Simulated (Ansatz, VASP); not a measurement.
## InH: VASP beside Ansatz

Wanted: the spread between two codes on one cell, functional and k mesh. The cell is generated by rule, not measured, and may not be a known phase. The cell is taken from a series of runs on this material, whose earlier steps may have relaxed, scaled, displaced or heated it; both programs get it as it stands.

Program: Ansatz 0.2.0. Level of theory: plane waves, with VASP 6.6.1 beside it; zone-centre phonons at PBEsol. Results are calculated unless marked as measured.

The structure was built from a prototype and need not be the compound's stable phase.

## (1) Starting point

Symmetry: P-4m2, No. 115, tetragonal system. The conventional cell has a = 3.611 Å, b = 3.611 Å, c = 5.233 Å, α = 90.00°, β = 90.00°, γ = 90.00°. Nearest to In lie 4 H at 2.60 Å. Nearest to In lie 4 H at 1.95 Å. Nearest to H lie 2 In at 1.95 Å. Farther neighbours are not listed.

## (2) Ansatz: zone-centre phonons, PBEsol

Ansatz runs on its default PAW (the set named soft_2) files.

Second derivatives magnify differences that forces hide, and they need a tight electronic threshold.

The input, input.yaml:

```yaml
crystal:
  lattice:
    - [3.6108644833, 0.0, 0.0]
    - [0.0, 3.6108644833, 0.0]
    - [0.0, 0.0, 5.2327904435]
  atoms:
    - { symbol: In, position: [0.5, 0.5, 0.5] }
    - { symbol: In, position: [0.0, 0.0, 0.0] }
    - { symbol: H, position: [0.0, 0.5, 0.8566847138] }
    - { symbol: H, position: [0.5, 0.0, 0.1433152862] }
kpoints:
  mp_grid: { grid: [10, 10, 8] }
hamiltonian:
  xc: pbesol
scf:
  occupations: { method: methfessel_paxton, width: 0.15 }
output:
  eigenvalues: true
phonons:
  method: dfpt
```

Started as:

```console
ansatz run input.yaml --threads 4 --pin off --max-ram 7168MiB --backend cpu --events-out ev --progress --plain --runs-dir out
```

Numbers of over 12 decimals in the logs are rounded to 6 here.

Log:

```text
zone centre: on kpoints.mp_grid the ground state, and the responses unless they are solved on pairs of k-points, stand on 180 of the mesh's 800 k-points, reduced under 4 symmetry operations, with k and −k counted as one. Each operation leaves every solved displacement unchanged or reverses it
Engine: ansatz 0.2.0, aarch64-unknown-linux-gnu
Pseudopotentials: kind: paw
Pseudopotential: In, paw, valence charge 13, recommended cutoff 420 eV (normal), In.paw.azcp
Pseudopotential: H, paw, valence charge 1, recommended cutoff 420 eV (normal), H.paw.azcp
Functional definition: PBEsol
  exchange = pbesol_x
  correlation = pbesol_c
Crystal: 4 atoms, lattice volume = 68.227 Å³
Basis set: ecut = 420 eV, 1321 PW (Γ), exchange–correlation on 50×50×72 points (8 copies of the dense FFT grid, shifted against one another)
Bands: 18, of which v1, the nominal top of the filled ones, is band 14 counted from 1 (13 counted from 0)
Symmetry: 8 space group operations
k-points: 180 of 800 (irreducible under 4 space group operations, time reversal used)
Non-local potential: In, projectors of the file, l = 0: 2, l = 1: 2, l = 2: 2, l = 3: 2
Non-local potential: H, projectors of the file, l = 0: 2, l = 1: 1
PAW form: soft (Blöchl's): semilocal exchange-correlation on the pseudo side does not see the compensation charge
PAW frozen core: In, regenerated for the run's functional, and the local potential with it (the file was generated under x = pbe(κ = 0.804, μ = 0.219515), c = pbe(β = 0.066725))
PAW one-centre angular grid: In, 590 points (default); XC on 64 Gauss nodes
PAW one-centre angular grid: H, 110 points (default); XC on 64 Gauss nodes
Initial density: superposition of atomic densities (neutral atoms: chi_scale 0, normalization atom), corrected by the library's trained network
Initial wavefunctions: pseudopotential atomic-orbital guess
Functional: x = pbesol(κ = 0.804, μ = 0.123457), c = pbesol(β = 0.046)
SCF iter   1: F=—  HF=-11080.648170 eV  |F-HF|=—  |Δ(HF+E_count)|=         —  Δρ=6.28e-3  dr2=3.15e-2  ethr=1.77e-3  ⟨swp⟩=6.7  Hψ=36317  notcnv=0  defer=7
automatic band count: the SCF goes on with 22 bands, as 18 were too few: they end inside the smearing window of the response
preconditioner: auto → Kerker (q_TF=auto, 2.352 Å⁻¹)  [metal: Δε(μ)=0.041 eV  Ē_g=17.074 eV  σ=0.150 eV  W_gap=0.23  n_scr=14 (ndim 8)  ℏωp=23.8 eV  f_vac=0.001  D(μ)=0.89/eV (n_scr^D=2)]
SCF iter   2: F=—  HF=-11080.638500 eV  |F-HF|=—  |Δ(HF+E_count)|=   9.67e-3  S|Δr|=    0.00e0  Δρ=3.36e-3  dr2=1.11e-2  ethr=1.12e-4  ⟨swp⟩=1.0  Hψ=5401  notcnv=0  defer=7
SCF iter   3: F=—  HF=-11080.635266 eV  |F-HF|=—  |Δ(HF+E_count)|=   3.23e-3  S|Δr|=    0.00e0  Δρ=1.00e-3  dr2=7.23e-4  ethr=3.97e-5  ⟨swp⟩=3.0  Hψ=6231  notcnv=0  defer=7
SCF iter   4: F=—  HF=-11080.635220 eV  |F-HF|=—  |Δ(HF+E_count)|=   4.63e-5  S|Δr|=    0.00e0  Δρ=6.94e-4  dr2=2.61e-4  ethr=2.58e-6  ⟨swp⟩=2.0  Hψ=6064  notcnv=0  defer=7
SCF iter   5: F=—  HF=-11080.635109 eV  |F-HF|=—  |Δ(HF+E_count)|=   1.11e-4  S|Δr|=    0.00e0  Δρ=2.69e-4  dr2=3.60e-5  ethr=9.34e-7  ⟨swp⟩=2.7  Hψ=5952  notcnv=0  defer=7
SCF iter   6: F=—  HF=-11080.635099 eV  |F-HF|=—  |Δ(HF+E_count)|=   1.01e-5  S|Δr|=    0.00e0  Δρ=6.26e-5  dr2=2.88e-6  ethr=1.29e-7  ⟨swp⟩=2.0  Hψ=6079  notcnv=0  defer=7
SCF iter   7: F=—  HF=-11080.635098 eV  |F-HF|=—  |Δ(HF+E_count)|=   1.04e-7  S|Δr|=    0.00e0  Δρ=1.87e-5  dr2=4.32e-7  ethr=1.03e-8  ⟨swp⟩=2.8  Hψ=6733  notcnv=0  defer=7
SCF iter   8: F=—  HF=-11080.635098 eV  |F-HF|=—  |Δ(HF+E_count)|=   3.71e-8  S|Δr|=    0.00e0  Δρ=7.10e-6  dr2=4.60e-8  ethr=1.54e-9  ⟨swp⟩=2.5  Hψ=5871  notcnv=0  defer=7
SCF iter   9: F=—  HF=-11080.635098 eV  |F-HF|=—  |Δ(HF+E_count)|=   9.11e-9  S|Δr|=    0.00e0  Δρ=1.41e-6  dr2=1.58e-9  ethr=1.64e-10  ⟨swp⟩=2.0  Hψ=6113  notcnv=0  defer=7
SCF iter  10: F=—  HF=-11080.635098 eV  |F-HF|=—  |Δ(HF+E_count)|=  1.36e-10  S|Δr|=    0.00e0  Δρ=2.61e-7  dr2=6.32e-11  ethr=5.63e-12  ⟨swp⟩=2.0  Hψ=5994  notcnv=0  defer=7
SCF iter  11: F=-11080.635098 eV  HF=-11080.635098 eV  |F-HF|=1.82e-12  |Δ(HF+E_count)|=  9.09e-12  S|Δr|=    0.00e0  Δρ=5.98e-8  dr2=3.76e-12  ethr=1.00e-12  ⟨swp⟩=9.6  Hψ=21000  notcnv=0
SCF 1 converged in 11 iterations: F = -11080.635098 eV  dr2 = 3.76e-12
  greatest PAW one-centre occupation: 0.983 electrons in one spin orbital (limit 2), on the In atom at site 0 (counted from 0), in its partial waves of l = 2
DFPT response loops at Γ: preconditioner auto → Kerker (q_TF=auto, 2.352 Å⁻¹) (partly filled bands, converged f_vac=0.000); β = 1.00, the filter's whole step (`scf.mixing.beta` (0.50) is not read by the response loops under this deck's `scf.mixing.preconditioner`; to damp them name `kerker` or `kerker_dos`, under which they read `scf.mixing.beta`, and type it under 1.00, their step now; both keys bind the ground state too); Broyden in place of MSR1
SCF converged after 11 iterations
Stability not checked: this state was not tested for a lower state beside it, because cold or Methfessel-Paxton smearing, or corrected tetrahedra, fill the levels in a way that the test cannot read (fill_not_monotonic; see scf.lower_state_search)
Free energy (F): -11080.635098 eV
Harris-Foulkes:  -11080.635098 eV  (|F-HF|=1.82e-12)
Internal energy: -11080.634023 eV  (E = F + TS)
E sigma→0 (E₀):  -11080.634830 eV
Entropy (-TS):   -0.001075 eV (-0.269 meV/atom)
Fermi energy:    7.733237 eV
--- Per-component energies (eV) ---
  E_band       = -114.302414
  E_kinetic    = 508.224064
  E_local      = -2436.525757  (includes V_loc(G=0)·N_el)
  E_nonlocal   = 737.830580
  E_hartree    = 948.269345
  E_xc         = -444.767189
  E_vxc        = -222.498482  (∫ρ·V_xc dr)
  E_paw        = -8163.473400  (= ΣΔE_a)
  E_vpaw       = -597.869391  (= ΣTr[D̂ρ^β])
  E_aug_tail   = -0.002086  (compensation charges beyond the density's cutoff)
  E_ewald      = -2230.661384
  E_core_change = 0.471805  (= ΣΔE_core)
  E_smearing   = -0.001075  (= −TS)
  E_closure    = -0.000000  (closes the sum)
  Σ components = -11080.635098   (vs F -11080.635098, Δ=0.00e0)
--- Band table (eV; the first three rows and the last of 180) ---
  k-point 0: bands = [... 10 lower, -2.3538, 3.1157, 3.5443, 9.5328, 10.3569, 10.3569, 12.1531, 13.7435, ... 4 higher]
  k-point 1: bands = [... 10 lower, -2.2823, 2.1720, 4.5495, 9.6180, 10.4568, 10.4568, 12.1040, 13.7844, ... 4 higher]
  k-point 2: bands = [... 10 lower, -2.0789, 1.1838, 5.6688, 9.9110, 10.7505, 10.7505, 11.9775, 13.8195, ... 4 higher]
  k-point 179: bands = [... 10 lower, 2.6054, 2.6054, 4.4833, 4.9749, 7.3254, 7.3254, 8.3291, 8.6255, ... 4 higher]
--- Phonons (Γ-DFPT): 7 representative perturbations + reference, on 180 of 800 k-points (Σ response iterations 25) ---
  k mesh reduced under 4 symmetry operations, with k and −k counted as one. Each operation leaves every solved displacement unchanged or reverses it
  ASR residual: 1.900e-5 → 0.000e0 eV/Å²; symmetrization residual: 7.528e-7 eV/Å²
  ASR residual per site (eV/Å²): 1.38e-5 1.90e-5 6.53e-6 6.53e-6
  Γ frequencies (cm⁻¹): -32.89 -32.89 0.00 0.00 0.00 89.41 234.78 234.78 407.66 704.51 1033.28 1033.28
  non-analytic LO–TO correction: not included (Born effective charges unavailable; polar crystals: no LO–TO splitting at Γ)
```

The column dr2 measures how far the density is from self-consistency, as an energy; F and HF (Harris–Foulkes) agree once it is small.

[end of part 1 of 3]

[Lines on the potential files, build, host, timing and source positions are cut from VASP's logs without a mark.]

[Logs are printed without paths, hosts, clocks, repeated set-up lines and the standing remarks that a program may print on its own settings, such as how far it seeks lower states.]

[Hosts, paths, dates, database ids (printed as entryN), source tags and the programs' standing remarks are cut or masked in the printed files.]
